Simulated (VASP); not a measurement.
# NbRh: which input changes matter, part 3 of 3

Which changes to a sound input spoil a run on NbRh, which are harmless, and which give a warning? All runs use r2SCAN. The start is a cell from a database of measured crystal structures.

VASP 6.6.1, plane waves and PAW; the level of theory is named at each step.

Still holding for the runs below: The k-mesh is coarse for a metal.

So far. Step 3 (A single point (r2SCAN) with a changed input): Against the reference run the energy at zero smearing moves by +2.40 meV an atom and the pressure by +0.70 GPa. Step 6 (Relaxing cell and atoms (r2SCAN) with a changed input): It ends with forces that vanish by symmetry and a pressure of 0.02 GPa.

## Step 8: A single point (r2SCAN) with a changed input, try 2

Level of this step: r2SCAN; plane waves and PAW (Nb_sv, Rh_pv) (VASP).

A single point gives energy, forces and stress at these settings. Some settings are moved from the usual, to see what they do.

Contents of INCAR:

```
SYSTEM = NbRh
PREC = Accurate
ENCUT = 400
EDIFF = 1E-06
NELM = 100
ISMEAR = -1
SIGMA = 0.05
LREAL = .FALSE.
ALGO = Normal
METAGGA = R2SCAN
LASPH = .TRUE.
NBANDS = 20
LORBIT = 11
LWAVE = .FALSE.
LCHARG = .FALSE.
KPAR = 2
ISIF = 2
KSPACING = 0.2
```

Contents of POSCAR:

```
NbRh
1.0
    2.8420000000      0.0000000000      0.0000000000
    0.0000000000      2.8420000000      0.0000000000
    0.0000000000      0.0000000000      3.8090000000
Nb Rh
1 1
Direct
    0.0000000000      0.0000000000      0.0000000000
    0.5000000000      0.5000000000      0.5000000000
```

Potentials, in the order of the species: Nb_sv and Rh_pv (PBE family, release 64).

The run is started by

```
$ mpirun -np 2 vasp_std
```

What it wrote:

```text
[banner, memory and clock lines left out]
running    2 mpi-ranks, on    1 nodes
 distrk:  each k-point on    1 cores,    2 groups
 distr:  one band on    1 cores,    1 groups

 POSCAR found type information on POSCAR NbRh
 POSCAR found :  2 types and       2 ions
 [... a notice as in an earlier step ...]

 LDA part: xc-table for (None), standard interpolation
 INCAR ok, starting setup
 POSCAR ok, starting setup
 FFT: planning ... GRIDC
 FFT: planning ... GRID_SOFT
 FFT: planning ... GRID
 WAVECAR not read
 entering main loop
       N       E                     dE             d eps       ncg     rms          rms(c)
DAV:   1     0.237445361211E+03    0.23745E+03   -0.15126E+04  5640   0.131E+03
DAV:   2    -0.510932043641E+02   -0.28854E+03   -0.28188E+03  6248   0.478E+02
DAV:   3    -0.611594594856E+02   -0.10066E+02   -0.97263E+01  8196   0.831E+01
DAV:   4    -0.616617841982E+02   -0.50232E+00   -0.49833E+00  8092   0.150E+01
DAV:   5    -0.616766374040E+02   -0.14853E-01   -0.14844E-01  8244   0.224E+00    0.156E+01
DAV:   6    -0.501128201752E+02    0.11564E+02   -0.10719E+01  6856   0.326E+01    0.396E+00
DAV:   7    -0.499766838615E+02    0.13614E+00   -0.43635E+00  7700   0.137E+01    0.334E+00
DAV:   8    -0.498798234311E+02    0.96860E-01   -0.58642E-01  6180   0.547E+00    0.113E+00
DAV:   9    -0.498930521032E+02   -0.13229E-01   -0.66888E-02  7168   0.247E+00    0.466E-01
DAV:  10    -0.498930827318E+02   -0.30629E-04   -0.43113E-03  7224   0.630E-01    0.200E-01
DAV:  11    -0.498932023732E+02   -0.11964E-03   -0.13292E-03  6524   0.345E-01    0.345E-02
DAV:  12    -0.498931749751E+02    0.27398E-04   -0.77649E-05  6908   0.847E-02    0.145E-02
DAV:  13    -0.498931744570E+02    0.51810E-06   -0.66386E-06  7176   0.251E-02
   1 F= -.49893174E+02 E0= -.49886599E+02  d E =-.131508E-01
```

Run time: 72 s. Hardware: 2 MPI ranks of AMD EPYC 9R45, shared host; peak memory 0.32 GiB; 2.3 min of CPU time.

Parts of OUTCAR (step 8):

```text
   k-points           NKPTS =    140   k-points in BZ     NKDIM =    140   number of bands    NBANDS=     20

   NELECT =      28.0000    total number of electrons

 E-fermi :  12.1147

 k-point     1 :       0.0000    0.0000    0.0000
  band No.  band energies     occupation
    ...
     10       6.7994      2.00000
     11       9.6666      2.00000
     12       9.6666      2.00000
     13      11.0741      2.00000
     14      11.2744      2.00000
     15      13.3709      0.00000
     16      16.3889      0.00000
     17      16.3889      0.00000
     18      16.7118      0.00000
     19      16.7444      0.00000
    ...

  Total        0.5878834      0.5878834      0.9538697      0.0000000      0.0000000      0.0000000
  in kB       30.6155945     30.6155945     49.6753015      0.0000000      0.0000000      0.0000000
  external PRESSURE =      36.9688302 kB  Pullay stress =       0.0000000 kB

  FREE ENERGIE OF THE ION-ELECTRON SYSTEM (eV)
  ---------------------------------------------------
  free  energy   TOTEN  =       -49.8931744570 eV

  energy  without entropy=      -49.8800236444  energy(sigma->0) =      -49.88659905

[... 7 parts as in an earlier step ...]

[... 10 further parts left out ...]
```

At this level the cell is under a pressure of 3.7 GPa, so at these settings it is away from equilibrium.

Numbers from this step:

| Item | Value |
| --- | --- |
| SCF cycles | 13 |
| irreducible k-points | 140 |
| free energy (TOTEN) | -49.89 eV |
| Fermi energy | 12.11 eV |
| pressure | 3.697 GPa |

Against the reference run the energy at zero smearing moves by +0.22 meV an atom and the pressure by +0.27 GPa.

## Step 9: Relaxing cell and atoms (r2SCAN)

Properties are meant for the cell that this level of theory prefers, so cell and atoms are relaxed first (ISIF = 3) until forces and stress are small; EDIFFG sets the threshold.

INCAR: that of step 8 with these lines changed.

```diff
@@ -16,3 +16,5 @@
 KPAR = 2
-ISIF = 2
-KSPACING = 0.2
+IBRION = 2
+NSW = 60
+ISIF = 3
+EDIFFG = -0.01
```

POSCAR is that of step 8.

Contents of KPOINTS:

```
Automatic mesh
0
Gamma
8 8 6
0 0 0
```

The run is started by

```
$ mpirun -np 2 vasp_std
```

What it wrote:

```text
[... set-up lines as in an earlier step ...]
 entering main loop
       N       E                     dE             d eps       ncg     rms          rms(c)
[... 13 cycles as in an earlier step ...]
   1 F= -.49894541E+02 E0= -.49887048E+02  d E =-.498945E+02
 curvature:   0.00 expect dE= 0.000E+00 dE for cont linesearch  0.000E+00
 trial: gam= 0.00000 g(F)=  0.000E+00 g(S)=  0.314E-01 ort = 0.000E+00 (trialstep = 0.100E+01)
 search vector abs. value=  0.314E-01
 bond charge predicted
       N       E                     dE             d eps       ncg     rms          rms(c)
[... 10 cycles as in an earlier step ...]
   2 F= -.49873267E+02 E0= -.49865160E+02  d E =0.212738E-01
[...]
3 F= -.49899022E+02 E0= -.49891348E+02  d E =-.448111E-02
[...]
4 F= -.49899021E+02 E0= -.49891350E+02  d E =-.448019E-02
 curvature:  -0.15 expect dE=-0.901E-05 dE for cont linesearch -0.304E-06
 ZBRENT: accuracy reached
 trial: gam=-0.00619 g(F)=  0.136E-63 g(S)=  0.620E-04 ort = 0.256E-03 (trialstep = 0.857E+00)
 search vector abs. value=  0.601E-04
 bond charge predicted
       N       E                     dE             d eps       ncg     rms          rms(c)
DAV:   1    -0.498992382770E+02   -0.21700E-03   -0.11312E-02  2400   0.977E-01    0.941E-02
DAV:   2    -0.498990891130E+02    0.14916E-03   -0.34514E-04  2964   0.164E-01    0.486E-02
DAV:   3    -0.498990583887E+02    0.30724E-04   -0.17910E-04  3180   0.957E-02    0.235E-02
DAV:   4    -0.498990492426E+02    0.91460E-05   -0.54349E-05  2732   0.528E-02    0.518E-03
DAV:   5    -0.498990495402E+02   -0.29757E-06   -0.13530E-06  1960   0.957E-03
   5 F= -.49899050E+02 E0= -.49891433E+02  d E =-.287619E-04
 trial-energy change:   -0.000029  1 .order   -0.000027   -0.000052   -0.000003
 step:   0.9130(harm=  0.9130)  dis= 0.00000  next Energy=   -49.899048 (dE=-0.276E-04)
 reached required accuracy - stopping structural energy minimisation
```

The job ended after 1.9 min (2 MPI ranks; peak memory 0.29 GiB).

Parts of OUTCAR (step 9):

```text
   NELECT =      28.0000    total number of electrons

 E-fermi :  11.8520

 k-point     1 :       0.0000    0.0000    0.0000
  band No.  band energies     occupation
    ...
     10       6.6849      2.00000
     11       9.4934      2.00000
     12       9.4934      2.00000
     13      10.8878      2.00000
     14      11.0723      2.00000
     15      13.1288      0.00000
     16      16.1001      0.00000
     17      16.1001      0.00000
     18      16.4407      0.00000
     19      16.4491      0.00000
    ...

  Total        0.0082484      0.0082484      0.0048391      0.0000000     -0.0000000     -0.0000000
  in kB        0.4237272      0.4237272      0.2485899      0.0000000     -0.0000000     -0.0000000
  external PRESSURE =       0.3653481 kB  Pullay stress =       0.0000000 kB

 POSITION                                       TOTAL-FORCE (eV/Angst)
 -----------------------------------------------------------------------------------
     -0.00000      2.85639      3.82261         0.000000     -0.000000      0.000000
      1.42819      1.42819      1.91131        -0.000000      0.000000      0.000000
 -----------------------------------------------------------------------------------
    total drift:                               -0.000000      0.000000      0.000000

  FREE ENERGIE OF THE ION-ELECTRON SYSTEM (eV)
  ---------------------------------------------------
  free  energy   TOTEN  =       -49.8990495402 eV

  energy  without entropy=      -49.8838162019  energy(sigma->0) =      -49.89143287

[... 9 parts as in an earlier step ...]

[... 9 further parts left out ...]
```

Step by step:

```
step  energy less that of the first step (eV)  largest force (eV/Å)  pressure (GPa)  volume (Å³)
   1                                   0.0000                0.0000            3.43        30.77
   2                                   0.0213                0.0000           -7.53        32.25
   3                                  -0.0045                0.0000           -0.03        31.20
   4                                  -0.0045                0.0000            0.02        31.19
   5                                  -0.0045                0.0000            0.04        31.19
```

| conventional cell, symmetrised | before | after | change |
| --- | --- | --- | --- |
| a (Å) | 2.842 | 2.856 | +0.5 % |
| b (Å) | 2.842 | 2.856 | +0.5 % |
| c (Å) | 3.809 | 3.823 | +0.4 % |
| volume (Å³/atom) | 15.38 | 15.59 | +1.4 % |

The relaxed structure:

```xyz
2
Lattice="2.8564 0.0000 0.0000 0.0000 2.8564 0.0000 0.0000 0.0000 3.8226" Properties=species:S:1:pos:R:3 pbc="T T T"
Nb    0.0000    0.0000    0.0000
Rh    1.4282    1.4282    1.9113
```

Numbers from this step:

* irreducible k-points: 60
* free energy (TOTEN): -49.90 eV
* Fermi energy: 11.85 eV
* pressure: 0.03653 GPa
* SCF cycles over all ionic steps: 41

It ends with forces that vanish by symmetry and a pressure of 0.04 GPa.

## Step 10: Side by side

| changed | job | ended | energy (meV/atom) | pressure (GPa) | volume (%) |
| --- | --- | --- | --- | --- | --- |
| BMIX = 0.5, ENCUT = 600 | single point | converged | +2.40 | +0.70 | - |
| ISPIN = 2, MAGMOM = 1.0 | single point | refused | - | - | - |
| k = 6×6×5, NELECT = 28.02 | single point | converged, with a warning or advice | - | - | - |
| EDIFFG = -0.02 | relaxation | converged | - | - | -0.0 |
| POTIM = 3.0, IBRION = 1 | relaxation | converged | - | - | +0.0 |
| KSPACING = 0.2 | single point | converged | +0.22 | +0.27 | - |

## Step 11: What came out

| Property | Result |
| --- | --- |
| BMIX = 0.5, ENCUT = 600 (single point) | converged, +2.40 meV/atom |
| ISPIN = 2, MAGMOM = 1.0 (single point) | refused |
| k = 6×6×5, NELECT = 28.02 (single point) | converged, with a warning or advice |
| EDIFFG = -0.02 (relaxation) | converged, volume -0.0 % |
| POTIM = 3.0, IBRION = 1 (relaxation) | converged, volume +0.0 % |
| KSPACING = 0.2 (single point) | converged, +0.22 meV/atom |

**Reading.** Changes that show themselves, by a stop, a warning or no convergence: ISPIN = 2, MAGMOM = 1.0; k = 6×6×5, NELECT = 28.02 (where several settings stand together, the step names the one at fault, if it is known). Differences of single points are from the reference run, and of volumes from the sound relaxation. The k-sampling is coarse for a metal, so the Fermi level, pressures and the shape of the cell carry errors.

[Lines on the potential files, build, host, timing and source positions are cut from VASP's logs without a mark.]

[Logs are printed without paths, hosts, clocks, repeated set-up lines and the standing remarks that a program may print on its own settings, such as how far it seeks lower states.]

[Hosts, paths, dates, database ids (printed as entryN), source tags and the programs' standing remarks are cut or masked in the printed files.]

[A measured line is paired with the nearest computed mode of its activity, which favours agreement.]

[In band tables of VASP the shares of atoms and orbitals are scaled to a sum of 1 inside the atoms' spheres.]
